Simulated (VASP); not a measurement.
# Pressure and energy of body-centred cubic titanium (Im-3m) against volume with r2SCAN

Titanium brings four valence electrons per atom to its s and d bands. At ambient pressure the pure metal takes the body-centred cubic form only when hot. All seven members are this one crystal at different volumes.

My brief is an elastic element of cubic titanium squeezed evenly from all sides. It should store at least 30 J per cm³ of unloaded metal under a load of no more than 7 GPa, and among the volumes that pass I take the one that stores most. The pressure comes from the stress tensor and is positive in compression. The energy is counted per atom from the lowest point of the series, and the volume change from the minimum of the fitted energy curve.

## Calculations

A cell from a diffraction database, relaxed at this level and then scaled evenly, fractional positions kept. VASP 6.6.1, plane waves with PAW, r2SCAN, cutoff 400 eV, k mesh 10×10×10, no spin polarisation, no spin-orbit coupling, static lattice. A Birch-Murnaghan fit to the energies has its minimum at 17.29 Å³ per atom.

Notes on method and selection:

- The pressure is that of a finite plane-wave basis, so it need not vanish exactly at the minimum of the energy.
- Only series whose fit has its minimum inside the range and an error under 0.5 meV per atom are shown.
- Where rows or columns differ in functional or spin-orbit coupling, non-spherical gradient terms in the PAW spheres (LASPH) may be on in some and off in others.
- Runs that did not converge, have known faults or may not be shown are not listed, and runs on Ansatz's PAW sets soft_1 and soft_2 are kept to separate tables.

Columns:

- volume change (%): volume relative to the fitted equilibrium volume.
- pressure (GPa): pressure from the stress tensor (positive: compressed).
- energy (meV/atom): energy per atom above the lowest point of the series.

Input lines of one member:

```
PREC = Accurate
ENCUT = 400
EDIFF = 1E-06
NELM = 100
ISMEAR = 1
SIGMA = 0.2
LREAL = .FALSE.
ALGO = Normal
METAGGA = R2SCAN
LASPH = .TRUE.
NBANDS = 12
LORBIT = 11
KPAR = 2
ISIF = 2
```

Command (options for logging and memory left out): `mpirun -np 2 vasp_std`

## Data

| member | volume change (%) | pressure (GPa) | energy (meV/atom) |
| --- | --- | --- | --- |
| 16.16 Å³ | −6.58 | 7.62 | 28.3 |
| 16.50 Å³ | −4.60 | 4.89 | 13.3 |
| 16.84 Å³ | −2.61 | 2.40 | 4.0 |
| 17.19 Å³ | −0.62 | 0.04 | 0.0 |
| 17.53 Å³ | 1.37 | −2.11 | 0.8 |
| 17.87 Å³ | 3.35 | −4.08 | 6.2 |
| 18.22 Å³ | 5.34 | −5.91 | 15.6 |

Least-squares fits to the whole series, with x = volume change (%); R² and errors in the fitted variable (y, or ln y where the fit is in ln y):

| y | members | fit | R² | rms residual | leave-one-out rms | the same for the mean of the others |
| --- | --- | --- | --- | --- | --- | --- |
| pressure (GPa) | 7 | y = −0.64651 − 1.1048 x + 0.022687 x² | 1.00 | 0.014 | 0.033 | 5.3 |
| energy (meV/atom) | 7 | y = −0.4113 − 0.2284 x + 0.6188 x² | 1.00 | 0.38 | 1.0 | 11 |

## Mechanism

The pressure falls at every step, from 7.62 GPa at −6.58 % to −5.91 GPa at +5.34 %, and the fall slows as the cell grows. Between the two smallest cells the slope is (4.89 − 7.62) / (6.58 − 4.60) = −1.38 GPa per percent; between the two largest it is (−5.91 + 4.08) / (5.34 − 3.35) = −0.92. At zero volume change the fitted slope of −1.1048 GPa per percent gives a bulk modulus $B = -V\,dP/dV$ of about 110 GPa.

The energy shows the same stiffening. Divided by the square of the volume change, it is 28.3 / 6.58² = 0.654 meV per atom at the compressed end and 15.6 / 5.34² = 0.547 at the expanded end. The usual reason is that the kinetic energy of the electrons and the overlap of closed shells rise faster on shortening the bonds than the d bonding gains. The columns show the sum of these terms, not their shares.

The two curves do not share a zero. Where the fitted energy has its minimum, the pressure fit gives −0.65 GPa. The stress is evaluated for a fixed set of plane waves. Stretching the cell with that set lowers the effective cutoff and raises the energy, which adds a negative pressure.

I can check the size from the energies, since $P = -dE/dV$ and 1 meV/Å³ is 0.1602 GPa. Between the end rows the mean pressure should be (28.3 − 15.6) / (18.22 − 16.16) × 0.1602 = 0.99 GPa. The tabulated pressures average 0.33 GPa by the trapezoid rule, so the offset is 0.33 − 0.99 = −0.66 GPa.

## Outliers

Largest departures from the fit to the whole series:

| member | pressure (GPa) | fit | computed − fit | in rms residuals |
| --- | --- | --- | --- | --- |
| 16.50 Å³ | 4.89 | 4.92 | −0.03 | 1.9 |
| 16.16 Å³ | 7.62 | 7.61 | +0.01 | 1.1 |
| 17.87 Å³ | −4.08 | −4.09 | +0.01 | 0.9 |
| 18.22 Å³ | −5.91 | −5.90 | −0.01 | 0.8 |

The row at 17.19 Å³ looks odd at first, with almost no pressure and the lowest energy although it sits at −0.62 %. I trust it: it is the relaxed cell, and the relaxation followed the stress to its own zero, slightly below the volume of the energy minimum.

In pressure the largest departure from the quadratic fit is −0.03 GPa, at 16.50 Å³, which is too small to matter here.

The energy fit misses by about 0.4 meV per atom at six of the seven rows, in an orderly pattern: the computed energy is above the fit at 16.16 Å³, below it at 16.50 and 16.84, above it at 17.53 and 17.87, and below it again at 18.22. That is the mark of a missing cubic term, the same asymmetry that makes compression cost more than expansion. The fault lies with the parabola and not with the runs.

## Choosing a member

The three expanded rows drop out because the element is squeezed, and 17.19 Å³ drops out because it stores practically nothing. For the other three I correct the pressure for the finite basis, $p = P + 0.66$ GPa, and turn the energy into a density, $u = 160.2\,E/V_0$ in J per cm³, with $E$ in meV per atom and $V_0$ = 17.29 Å³.

- 16.16 Å³: $p$ = 7.62 + 0.66 = 8.28 GPa and $u$ = 160.2 × 28.3 / 17.29 = 262 J per cm³. It fails on load.
- 16.50 Å³: $p$ = 4.89 + 0.66 = 5.55 GPa and $u$ = 160.2 × 13.3 / 17.29 = 123 J per cm³. It passes.
- 16.84 Å³: $p$ = 2.40 + 0.66 = 3.06 GPa and $u$ = 160.2 × 4.0 / 17.29 = 37 J per cm³. It passes.

The pick is 16.50 Å³ and the runner-up is 16.84 Å³. At the pick the volume ratio is 1 − 4.60 / 100 = 0.954, so each edge of a 10 mm cube shortens by 10 × (1 − 0.954^(1/3)) = 0.16 mm.

Two errors have to be carried. Taken step by step, the basis offset varies between about −0.6 and −0.8 GPa, so I allow 0.2 GPa. For the stiffness of a metal at this level I allow roughly 10 %, which scales pressure and stored energy alike. The pick then stays below about 6.3 GPa, the smallest cell stays above the limit at 0.9 × 8.28 − 0.2 = 7.25 GPa, and the runner-up still stores about 33 J per cm³. Because I work with volume changes, an error in the equilibrium volume itself largely cancels.

The pick would fall if something added more than 7 − 5.55 = 1.45 GPa at that volume. Heat adds pressure of this sign, and the runner-up would then take its place as long as its own load stayed under the limit. For the smallest cell to win, its pressure would have to be overestimated by a factor of 8.28 / 7 = 1.18.

## Conclusions and limits

From −6.58 % to +5.34 % cubic titanium stiffens steadily on compression at this level, and a pressure read from the stress needs about 0.7 GPa added before it agrees with the energies.

Two omitted effects exceed the 28.3 meV per atom that the series spans. Lattice vibrations add about $3k_BT$, roughly 0.3 eV per atom at 1000 K. Most of that is common to all rows, but it brings a thermal pressure of about $3\gamma k_BT/V$. With a Grüneisen parameter $\gamma$ near 1 that is roughly +2 GPa, enough to unseat my pick in a hot device. The other is the change of structure: without heat, the cubic lattice can lower its energy by distorting towards the hexagonal form. Even scaling preserves the cubic symmetry and so never reveals this. Since the pure metal needs heat to stay cubic, my pick ranks volumes of an ideal static lattice and is not yet a design for a real part.

[Logs are printed without paths, hosts, clocks, repeated set-up lines and the standing remarks that a program may print on its own settings, such as how far it seeks lower states.]
